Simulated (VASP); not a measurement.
Level of theory: rev-vdW-DF2, VASP's PBE PAW potentials (set 64) (plane waves; VASP).

VASP input:

INCAR:
```
SYSTEM = Ni
PREC = Accurate
ENCUT = 520
EDIFF = 1E-7
NELM = 100
ALGO = Normal
LREAL = .FALSE.
LASPH = .TRUE.
ISMEAR = 1
SIGMA = 0.1
GGA = MK
PARAM1 = 0.1234568
PARAM2 = 0.7114
ZAB_VDW = -1.8867
LUSE_VDW = .TRUE.
AGGAC = 0.0
LMAXMIX = 4
ISPIN = 2
MAGMOM = 0.6
LORBIT = 10
LWAVE = .FALSE.
LCHARG = .FALSE.
ISIF = 2
```

File KPOINTS:
```
kpoints
0
G
18 18 18
```

### POSCAR
```
Ni
1
    0.0000000000     1.7272082997     1.7272082997
    1.7272082997     0.0000000000     1.7272082997
    1.7272082997     1.7272082997     0.0000000000
Ni
1
Direct
  0.0000000000   0.0000000000   0.0000000000
```

POTCAR, in this order: Ni (PBE.64 set). Program: vasp_std.

The resulting files:

### OUTCAR
```
 ion  position               nearest neighbor table
   1  0.000  0.000  0.000-
  LATTYP: Found a face centered cubic cell.
 ALAT       =     3.4544165994
 Subroutine PRICEL returns:
 Original cell was already a primitive cell.
 Subroutine GETGRP returns: Found 48 space group operations
The static configuration has the point symmetry O_h .
The dynamic configuration has the point symmetry O_h .
The overall configuration has the point symmetry O_h .
 Subroutine INISYM returns: Found 48 space group operations
 Subroutine IBZKPT returns following result:
 Found    195 irreducible k-points:

 Following reciprocal coordinates:
            Coordinates               Weight
  0.000000  0.000000  0.000000      1.000000
  0.055556  0.000000  0.000000      8.000000
  0.111111  0.000000  0.000000      8.000000
  0.166667  0.000000  0.000000      8.000000
  0.222222  0.000000  0.000000      8.000000
  0.277778  0.000000  0.000000      8.000000
  0.333333  0.000000  0.000000      8.000000
  0.388889  0.000000  0.000000      8.000000
  0.444444  0.000000  0.000000      8.000000
...
```

OSZICAR:
```
       N       E                     dE             d eps       ncg     rms          rms(c)
DAV:   1     0.250396183229E+02    0.25040E+02   -0.48655E+03  7196   0.145E+03
DAV:   2    -0.374282729649E+01   -0.28782E+02   -0.27743E+02  7102   0.168E+02
DAV:   3    -0.415678780869E+01   -0.41396E+00   -0.41302E+00  8143   0.267E+01
DAV:   4    -0.416088988495E+01   -0.41021E-02   -0.41017E-02  8001   0.231E+00
DAV:   5    -0.416098919031E+01   -0.99305E-04   -0.99305E-04  8157   0.312E-01    0.104E+01
DAV:   6    -0.344050701772E+01    0.72048E+00   -0.15352E+01  7364   0.648E+01    0.542E+00
DAV:   7    -0.316890119939E+01    0.27161E+00   -0.23590E+00  7420   0.241E+01    0.206E+00
DAV:   8    -0.315062320176E+01    0.18278E-01   -0.23200E-02 10085   0.182E+00    0.940E-01
DAV:   9    -0.314845711748E+01    0.21661E-02   -0.13682E-03 10320   0.367E-01    0.258E-01
DAV:  10    -0.314794360399E+01    0.51351E-03   -0.49981E-04  9466   0.187E-01    0.316E-02
DAV:  11    -0.314794440567E+01   -0.80168E-06   -0.12407E-05  9030   0.419E-02    0.308E-02
DAV:  12    -0.314794628682E+01   -0.18812E-05   -0.16140E-06  9050   0.145E-02    0.524E-03
DAV:  13    -0.314794658129E+01   -0.29447E-06   -0.32726E-07  6350   0.565E-03    0.157E-03
DAV:  14    -0.314794656788E+01    0.13407E-07   -0.66294E-09  3619   0.102E-03
   1 F= -.31479466E+01 E0= -.31480726E+01  d E =0.378201E-03  mag=     0.6051
```

File OUTCAR:
```
------------------------ aborting loop because EDIFF is reached ----------------------------------------
  FORCE on cell =-STRESS in cart. coord.  units (eV):
  Direction    XX          YY          ZZ          XY          YZ          ZX
  --------------------------------------------------------------------------------------
  Total        0.4564946      0.4564946      0.4564946      0.0000000      0.0000000      0.0000000
  in kB       70.9711864     70.9711864     70.9711864      0.0000000      0.0000000      0.0000000
  external PRESSURE =      70.9711864 kB  Pullay stress =       0.0000000 kB
  volume of cell :       10.31
      direct lattice vectors                 reciprocal lattice vectors
     0.000000000  1.727208300  1.727208300    -0.289484482  0.289484482  0.289484482
     1.727208300  0.000000000  1.727208300     0.289484482 -0.289484482  0.289484482
     1.727208300  1.727208300  0.000000000     0.289484482  0.289484482 -0.289484482
 POSITION                                       TOTAL-FORCE (eV/Angst)
 -----------------------------------------------------------------------------------
      0.00000      0.00000      0.00000         0.000000      0.000000      0.000000
 -----------------------------------------------------------------------------------
    total drift:                                0.000000     -0.000000      0.000000
  FREE ENERGIE OF THE ION-ELECTRON SYSTEM (eV)
  ---------------------------------------------------
  free  energy   TOTEN  =        -3.1479465679 eV

  energy  without entropy=       -3.1483247690  energy(sigma->0) =       -3.14807263

 total charge

# of ion       s       p       d       tot
------------------------------------------
    1        0.523   0.545   8.359   9.426

 magnetization (x)

# of ion       s       p       d       tot
------------------------------------------
    1       -0.006  -0.023   0.638   0.609
```
(Selected blocks of OUTCAR.)

OUTCAR:
```
 val. band max:        9.9847481274   @ k =  -0.4444   0.5000   0.0556

 cond. band min:       9.9971723574   @ k =   0.5000   0.4444   0.0556


 Fermi energy:         9.9918458513

 spin component 1

 k-point     1 :       0.0000    0.0000    0.0000
  band No.  band energies     occupation
      1       0.6423      1.00000
      2       7.4568      1.00000
      3       7.4568      1.00000
      4       7.4568      1.00000
      5       8.7082      1.00000
      6       8.7082      1.00000
      7      34.3186      0.00000
      8      38.4818      0.00000
      9      38.4818      0.00000

 k-point     2 :       0.0556    0.0000    0.0000
  band No.  band energies     occupation
      1       0.7683      1.00000
      2       7.4226      1.00000
      3       7.4862      1.00000
      4       7.4862      1.00000
      5       8.6954      1.00000
      6       8.6954      1.00000
      7      33.9708      0.00000
      8      36.8870      0.00000
      9      38.2030      0.00000

 k-point     3 :       0.1111    0.0000    0.0000
  band No.  band energies     occupation
      1       1.1404      1.00000
      2       7.3303      1.00000
      3       7.5635      1.00000
      4       7.5635      1.00000
      5       8.6679      1.00000
      6       8.6679      1.00000
      7      32.1861      0.00000
      8      35.5993      0.00000
      9      37.6380      0.00000

 k-point     4 :       0.1667    0.0000    0.0000
  band No.  band energies     occupation
      1       1.7387      1.00000
      2       7.2104      1.00000
      3       7.6529      1.00000
      4       7.6529      1.00000
      5       8.6597      1.00000
      6       8.6597      1.00000
      7      29.3772      0.00000
      8      35.1638      0.00000
      9      37.0660      0.00000

 k-point     5 :       0.2222    0.0000    0.0000
  band No.  band energies     occupation
      1       2.5193      1.00000
...
```

The compound is Ni in the fcc structure. This cell is one point of a volume scan, at 0.97 of the reference volume.
